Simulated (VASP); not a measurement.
Input:

```
CELL_PARAMETERS angstrom
      1.85093    -3.20591     0.00000
      1.85093     3.20591     0.00000
      0.00000     0.00000     6.63756
ATOMIC_POSITIONS crystal
  Sn 0.00000 0.00000 0.00000
  S  0.33333 0.66667 0.22272
  S  0.66667 0.33333 0.77728
```

Level of theory: PBE GGA, VASP's PBE PAW potentials (set 64) (plane waves; VASP 6.6.1). Run with 520 eV cut-off, 6×6×4 Γ-centred mesh, Gaussian smearing of 0.050 eV, potentials Sn_d S.

Without a dispersion term in the relaxation, distances and binding between the weakly bound layers, chains or molecules are unreliable, and so is what depends on them.

Question: What does the run give for the energy per atom (σ→0)?

Answer: 
| Item | Result |
|---|---|
| energy per atom (σ→0) | -4.405 eV/atom |

Only differences to runs with the same potentials and settings are physical.

The compound is SnS2 in the 1T layered structure. It was relaxed first, which changed the volume by +16 %.
